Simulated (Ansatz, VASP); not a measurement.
## RbAu5 in two plane-wave programs

One calculation is typed for both programs; each brings its own data sets and cutoff. How far apart do they land?

Main program and level: Ansatz 0.2.0; plane waves, with VASP 6.6.1 beside it; relaxation of cell and atoms at PBEsol.

## (1) The starting structure

Symmetry: P6/mmm, No. 191, hexagonal system. Conventional cell: a = 5.760 Å, b = 5.760 Å, c = 4.448 Å, α = 90.00°, β = 90.00°, γ = 120.00°. Au has 8 Au at 2.78 to 2.88 Å and 4 Rb at 3.64 Å nearest. Nearest to Au lie 9 Au at 2.78 to 3.33 Å and 3 Rb at 3.33 Å. Rb has 18 Au at 3.33 to 3.64 Å nearest. Farther neighbours are not listed.

Coordinates:

```xyz
6
Lattice="5.7600 0.0000 0.0000 -2.8800 4.9883 0.0000 0.0000 0.0000 4.4480" Properties=species:S:1:pos:R:3 pbc="T T T"
Au   -1.4400    2.4942    2.2240
Au    1.4400    2.4942    2.2240
Au    2.8800    0.0000    2.2240
Au    2.8800    1.6628    0.0000
Au    0.0000    3.3255    0.0000
Rb    0.0000    0.0000    0.0000
```

## (2) VASP: relaxation of cell and atoms, PBEsol

The relaxed volume is the usual yardstick between codes: its relative difference is about their pressure difference at one cell divided by the bulk modulus.

Lines of VASP's logs that name or quote its potential files are left out, and so is its time.

File INCAR:

```
SYSTEM = RbAu5
PREC = Accurate
ENCUT = 350
EDIFF = 1E-06
NELM = 120
ISMEAR = 0
SIGMA = 0.1
LREAL = .FALSE.
ALGO = Normal
GGA = PS
NBANDS = 38
LORBIT = 11
LWAVE = .FALSE.
LCHARG = .FALSE.
KPAR = 4
IBRION = 2
NSW = 40
ISIF = 3
EDIFFG = -0.02
POTIM = 0.4
```

File POSCAR:

```
RbAu5
1.0
    5.7600000000      0.0000000000      0.0000000000
   -2.8800000000      4.9883063258      0.0000000000
    0.0000000000      0.0000000000      4.4480000000
Au Rb
5 1
Direct
    0.0000000000      0.5000000000      0.5000000000
    0.5000000000      0.5000000000      0.5000000000
    0.5000000000      0.0000000000      0.5000000000
    0.6666666667      0.3333333333      0.0000000000
    0.3333333333      0.6666666667      0.0000000000
    0.0000000000      0.0000000000      0.0000000000
```

File KPOINTS:

```
Automatic mesh
0
Gamma
4 4 4
0 0 0
```

PAW data sets: Au and Rb_pv (PBE family, release 64).

Command:

```sh
$ mpirun -np 4 vasp_std
```

Numbers of over 12 decimals in the logs are rounded to 6 here.

What it wrote:

```text
[banner, memory and clock lines left out]
running    4 mpi-ranks, on    1 nodes
 distrk:  each k-point on    1 cores,    4 groups
 distr:  one band on    1 cores,    1 groups

 POSCAR found type information on POSCAR AuRb
 POSCAR found :  2 types and       6 ions
|                                                                             |
|               ----> ADVICE to this user running VASP <----                  |
|                                                                             |
|     You enforced a specific xc type in the INCAR file but a different       |
|     [... a line on the potential file left out ...]
|     I HOPE YOU KNOW WHAT YOU ARE DOING!                                     |
|                                                                             |

 LDA part: xc-table for (Slater+PW92), standard interpolation
 POSCAR, INCAR and KPOINTS ok, starting setup
 FFT: planning ... GRIDC
 FFT: planning ... GRID_SOFT
 FFT: planning ... GRID
 WAVECAR not read
 entering main loop
       N       E                     dE             d eps       ncg     rms          rms(c)
DAV:   1     0.312383599390E+03    0.31238E+03   -0.24025E+04   912   0.113E+03
DAV:   2    -0.127900831678E+02   -0.32517E+03   -0.31030E+03  1054   0.276E+02
DAV:   3    -0.235056122409E+02   -0.10716E+02   -0.10552E+02  1046   0.474E+01
DAV:   4    -0.236145368317E+02   -0.10892E+00   -0.10886E+00   986   0.500E+00
DAV:   5    -0.236162129664E+02   -0.16761E-02   -0.16752E-02  1054   0.619E-01    0.188E+01
DAV:   6    -0.215687508419E+02    0.20475E+01   -0.69954E+00   978   0.158E+01    0.113E+01
DAV:   7    -0.214964001419E+02    0.72351E-01   -0.25645E-01   966   0.369E+00    0.591E+00
DAV:   8    -0.214746011112E+02    0.21799E-01   -0.35478E-02   984   0.199E+00    0.856E-01
DAV:   9    -0.214729543529E+02    0.16468E-02   -0.52953E-03   986   0.808E-01    0.112E-01
DAV:  10    -0.214730245606E+02   -0.70208E-04   -0.64335E-04   986   0.168E-01    0.492E-02
DAV:  11    -0.214730186339E+02    0.59267E-05   -0.12760E-04   978   0.120E-01    0.172E-02
DAV:  12    -0.214730230176E+02   -0.43837E-05   -0.11022E-05   948   0.316E-02    0.509E-03
DAV:  13    -0.214730229010E+02    0.11665E-06   -0.11168E-06   630   0.114E-02
   1 F= -.21473023E+02 E0= -.21468988E+02  d E =-.214730E+02
 curvature:   0.00 expect dE= 0.000E+00 dE for cont linesearch  0.000E+00
 trial: gam= 0.00000 g(F)=  0.262E-47 g(S)=  0.313E-02 ort = 0.000E+00 (trialstep = 0.100E+01)
 search vector abs. value=  0.313E-02
 bond charge predicted
       N       E                     dE             d eps       ncg     rms          rms(c)
DAV:   1    -0.215178142524E+02   -0.44791E-01   -0.76858E-01   948   0.562E+00    0.132E+00
DAV:   2    -0.214748163245E+02    0.42998E-01   -0.13174E-01   936   0.220E+00    0.483E-01
DAV:   3    -0.214737280836E+02    0.10882E-02   -0.50408E-03   948   0.417E-01    0.351E-01
DAV:   4    -0.214736019988E+02    0.12608E-03   -0.58247E-04   942   0.151E-01    0.102E-01
DAV:   5    -0.214736040359E+02   -0.20370E-05   -0.76929E-05  1000   0.735E-02    0.264E-02
DAV:   6    -0.214736070249E+02   -0.29890E-05   -0.11711E-05   942   0.196E-02    0.561E-03
DAV:   7    -0.214736072970E+02   -0.27210E-06   -0.13502E-06   510   0.693E-03
   2 F= -.21473607E+02 E0= -.21469630E+02  d E =-.584396E-03
 trial-energy change:   -0.000584  1 .order   -0.000554   -0.003133    0.002025
 step:   0.6157(harm=  0.6075)  dis= 0.00000  next Energy=   -21.473995 (dE=-0.972E-03)
 bond charge predicted
       N       E                     dE             d eps       ncg     rms          rms(c)
DAV:   1    -0.214805179206E+02   -0.69109E-02   -0.11356E-01   948   0.217E+00    0.511E-01
DAV:   2    -0.214742028816E+02    0.63150E-02   -0.19129E-02   948   0.839E-01    0.193E-01
DAV:   3    -0.214740331364E+02    0.16975E-03   -0.75913E-04   942   0.159E-01    0.142E-01
DAV:   4    -0.214740034254E+02    0.29711E-04   -0.88320E-05   948   0.557E-02    0.370E-02
DAV:   5    -0.214739999917E+02    0.34337E-05   -0.10759E-05   986   0.269E-02    0.981E-03
DAV:   6    -0.214739994335E+02    0.55820E-06   -0.15207E-06   554   0.749E-03
   3 F= -.21473999E+02 E0= -.21470004E+02  d E =-.976533E-03
 curvature:  -0.30 expect dE=-0.135E-04 dE for cont linesearch -0.260E-06
 trial: gam=-0.00233 g(F)=  0.128E-48 g(S)=  0.445E-04 ort = 0.518E-04 (trialstep = 0.923E+00)
 search vector abs. value=  0.443E-04
 reached required accuracy - stopping structural energy minimisation
```

OUTCAR, selected parts (step 2):

```text
ion  position               nearest neighbor table
   1  0.000  0.500  0.500-   4 2.78   5 2.78   4 2.78   5 2.78   2 2.88   2 2.88   3 2.88   3 2.88
                             6 3.64   6 3.64   6 3.64   6 3.64
   2  0.500  0.500  0.500-   4 2.78   5 2.78   4 2.78   5 2.78   1 2.88   1 2.88   3 2.88   3 2.88
                             6 3.64   6 3.64   6 3.64   6 3.64
   3  0.500  0.000  0.500-   4 2.78   5 2.78   4 2.78   5 2.78   1 2.88   2 2.88   2 2.88   1 2.88
                             6 3.64   6 3.64   6 3.64   6 3.64
   4  0.667  0.333  0.000-   1 2.78   1 2.78   3 2.78   3 2.78   2 2.78   2 2.78   6 3.33   5 3.33
                             5 3.33   6 3.33   6 3.33   5 3.33
   5  0.333  0.667  0.000-   1 2.78   1 2.78   3 2.78   3 2.78   2 2.78   2 2.78   6 3.33   4 3.33
                             4 3.33   6 3.33   6 3.33   4 3.33
   6  0.000  0.000  0.000-   4 3.33   5 3.33   4 3.33   5 3.33   4 3.33   5 3.33   3 3.64   3 3.64
                             3 3.64   3 3.64   1 3.64   1 3.64   1 3.64   1 3.64   2 3.64   2 3.64

  LATTYP: Found a hexagonal cell.
 ALAT       =     5.7600000000
 C/A-ratio  =     0.7722222222

 Subroutine GETGRP returns: Found 24 space group operations
 (whereof 24 operations were pure point group operations)

The static configuration has the point symmetry D_6h.

 Found     12 irreducible k-points:

   k-points           NKPTS =     12   k-points in BZ     NKDIM =     12   number of bands    NBANDS=     38

   dimension x,y,z NGX =    36 NGY =   36 NGZ =   28
   dimension x,y,z NGXF=    72 NGYF=   72 NGZF=   56

   ENCUT  =  350.0 eV  25.72 Ry    5.07 a.u.   8.79  8.79  6.79*2*pi/ulx,y,z

   NELECT =      62.0000    total number of electrons

 k-points in reciprocal lattice and weights: Automatic mesh
   0.00000000  0.00000000  0.00000000       0.016
   0.25000000  0.00000000  0.00000000       0.094
   0.50000000  0.00000000  0.00000000       0.047
   0.25000000  0.25000000  0.00000000       0.094
   0.00000000  0.00000000  0.25000000       0.031
   0.25000000  0.00000000  0.25000000       0.188
   0.50000000  0.00000000  0.25000000       0.094
   0.25000000  0.25000000  0.25000000       0.188
   0.00000000  0.00000000  0.50000000       0.016
   0.25000000  0.00000000  0.50000000       0.094
   0.50000000  0.00000000  0.50000000       0.047
   0.25000000  0.25000000  0.50000000       0.094

 average (electrostatic) potential at core
       1 -67.9434       2 -67.9434       3 -67.9434       4 -67.7707       5 -67.7707
       6  -8.3840

 E-fermi :   5.7526

 k-point     1 :       0.0000    0.0000    0.0000
  band No.  band energies     occupation
    ...
     26       2.8288      2.00000
     27       3.6368      2.00000
     28       4.0177      2.00000
     29       4.0177      2.00000
     30       4.4168      2.00000
     31       6.5067      0.00000
     32       6.5067      0.00000
     33       6.6384      0.00000
     34       7.6585      0.00000
     35       7.6585      0.00000
    ...

 k-point     2 :       0.2500    0.0000    0.0000
  band No.  band energies     occupation
    ...
     26       2.7586      2.00000
     27       2.9713      2.00000
     28       3.2961      2.00000
     29       3.4549      2.00000
     30       4.0085      2.00000
     31       5.8981      0.03956
     32       6.1233      0.00000
     33       7.5338      0.00000
     34       8.6015      0.00000
     35       9.0229      0.00000
    ...

 k-point     3 :       0.5000    0.0000    0.0000
  band No.  band energies     occupation
    ...
     28       2.6890      2.00000
     29       2.7325      2.00000
     30       3.9992      2.00000
     31       5.6150      1.94830
     32       5.7108      1.44508
     33       8.5233      0.00000
     34       9.9152      0.00000
     35      10.0064      0.00000
     36      10.1282      0.00000
     37      10.7046      0.00000
    ...

  Total       -0.0437730     -0.0437730      0.0555995      0.0000000      0.0000000      0.0000000
  in kB       -0.5513787     -0.5513787      0.7003487      0.0000000      0.0000000      0.0000000
  external PRESSURE =      -0.1341363 kB  Pullay stress =       0.0000000 kB

  energy-cutoff  :      350.00
  volume of cell :      127.19
      direct lattice vectors                 reciprocal lattice vectors
     5.751387470  0.000000000  0.000000000     0.173871089  0.100384520 -0.000000000
    -2.875693735  4.980847656 -0.000000000    -0.000000000  0.200769040 -0.000000000
     0.000000000  0.000000000  4.440080629    -0.000000000  0.000000000  0.225221135

 POSITION                                       TOTAL-FORCE (eV/Angst)
 -----------------------------------------------------------------------------------
     -1.43785      2.49042      2.22004         0.000000     -0.000000     -0.000000
      1.43785      2.49042      2.22004         0.000000     -0.000000     -0.000000
      0.00000      4.98085      2.22004         0.000000      0.000000     -0.000000
      2.87569      1.66028     -0.00000        -0.000000     -0.000000      0.000000
     -0.00000      3.32057     -0.00000         0.000000      0.000000     -0.000000
     -2.87569      4.98085     -0.00000         0.000000     -0.000000     -0.000000
 -----------------------------------------------------------------------------------
    total drift:                                0.000000      0.000000      0.000000

  FREE ENERGIE OF THE ION-ELECTRON SYSTEM (eV)
  ---------------------------------------------------
  free  energy   TOTEN  =       -21.4739994335 eV

  energy  without entropy=      -21.4660081461  energy(sigma->0) =      -21.47000379

 reached required accuracy - stopping structural energy minimisation

 total charge
# of ion       s       p       d       tot
------------------------------------------
    1        0.597   0.335   8.719   9.651
    2        0.597   0.335   8.719   9.651
    3        0.597   0.335   8.719   9.651
    4        0.624   0.310   8.744   9.678
    5        0.624   0.310   8.744   9.678
    6        0.135   6.122   0.144   6.401
--------------------------------------------------
tot          3.173   7.745  43.790  54.709

[... 3 further parts left out ...]
```

CONTCAR:

```
RbAu5
   1.00000000000000
     5.7513874695648246    0.0000000000000000    0.0000000000000000
    -2.8756937347824123    4.9808476556522647   -0.0000000000000000
     0.0000000000000000    0.0000000000000000    4.4400806291247008
  Au              Rb
     5     1
Direct
     0.0000000000000000    0.5000000000000000    0.5000000000000000
     0.5000000000000000    0.5000000000000000    0.5000000000000000
     0.5000000000000000    1.0000000000000000    0.5000000000000000
     0.6666666667000030    0.3333333332999970    0.0000000000000000
     0.3333333332999970    0.6666666667000030    0.0000000000000000
     0.0000000000000000    1.0000000000000000    0.0000000000000000
```

The run keeps the 24 symmetry operations of its start, so it cannot find a distortion of lower symmetry.

(Continued in part 2 of 2.)

[Lines on the potential files, build, host, timing and source positions are cut from VASP's logs without a mark.]

[Logs are printed without paths, hosts, clocks, repeated set-up lines and the standing remarks that a program may print on its own settings, such as how far it seeks lower states.]

[Hosts, paths, dates, database ids (printed as entryN), source tags and the programs' standing remarks are cut or masked in the printed files.]
